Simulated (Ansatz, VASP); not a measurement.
NbTe: VASP beside Ansatz

The input INCAR:

```
SYSTEM = NbTe
PREC = Accurate
ENCUT = 520
EDIFF = 1E-7
ISMEAR = -1
SIGMA = 0.05
LREAL = .FALSE.
LASPH = .TRUE.
NELM = 100
ALGO = Normal
ISIF = 2
LWAVE = .FALSE.
LCHARG = .FALSE.
GGA = CA
NBANDS = 16
```

File KPOINTS:

```
regular mesh
0
G
  8 8 7
  0 0 0
```

File POSCAR:

```
NbTe
1.0
    3.7029743866      0.0000000000      0.0000000000
   -1.8514871933      3.2068698884      0.0000000000
    0.0000000000      0.0000000000      3.6942110000
Te Nb
1 1
Direct
    0.6666666667      0.3333333333      0.0000000000
    0.0000000000      0.0000000000      0.5000000000
```

The input input.yaml:

```yaml
crystal:
  lattice:
    - [3.7029743866, 0.0, 0.0]
    - [-1.8514871933, 3.2068698884, 0.0]
    - [0.0, 0.0, 3.694211]
  atoms:
    - { symbol: Te, position: [0.6666666667, 0.3333333333, 0.0] }
    - { symbol: Nb, position: [0.0, 0.0, 0.5] }
kpoints:
  mp_grid: { grid: [8, 8, 7] }
  band_path:
    path:
      - [0.0, 0.0, 0.0]
      - [0.5, 0.0, 0.0]
      - [0.3333333333, 0.3333333333, 0.0]
      - [0.0, 0.0, 0.0]
      - [0.0, 0.0, 0.5]
      - [0.5, 0.0, 0.5]
      - [0.3333333333, 0.3333333333, 0.5]
      - [0.0, 0.0, 0.5]
    npoints: 10
scf:
  occupations: { method: fermi_dirac, width: 0.05 }
hamiltonian:
  xc: lda
  pseudopotentials: { kind: all_electron, lapw: { basis_error: 0.001 } }
output:
  forces: true
  stress: true
  eigenvalues: true
```

Alike in both runs: functional LDA; k mesh 8 × 8 × 7; occupations fermi-dirac, width 0.05 eV; no spin polarisation.

|  | VASP | Ansatz |
| --- | --- | --- |
| version | VASP 6.6.1 | Ansatz 0.2.0 |
| potentials or method | VASP PAW LDA potentials, release 64 (Te, Nb_sv) | all-electron LAPW, scalar-relativistic |
| plane-wave cutoff (eV) | 520 | see its input |
| task | single point | band structure |

VASP gave:

```
gap on the k mesh at the Fermi level (eV)       : none
pressure (GPa)                                  : -7.5
largest component of the traceless stress (GPa) : 0.50
```

Q: Estimate Ansatz's values.

A: gap on the k mesh at the Fermi level (eV): none; pressure (GPa): -7.5; largest component of the traceless stress (GPa): 0.47.

A gap of «none» marks a metal or a gap that the smearing closes. Ansatz ran all-electron here, so the differences hold the error of VASP's frozen core and of both bases.

Caveats: spin-orbit coupling is left out, which moves the levels of the heavy elements (Ansatz). The runs have no spin-orbit coupling, so splittings on Te are missing.
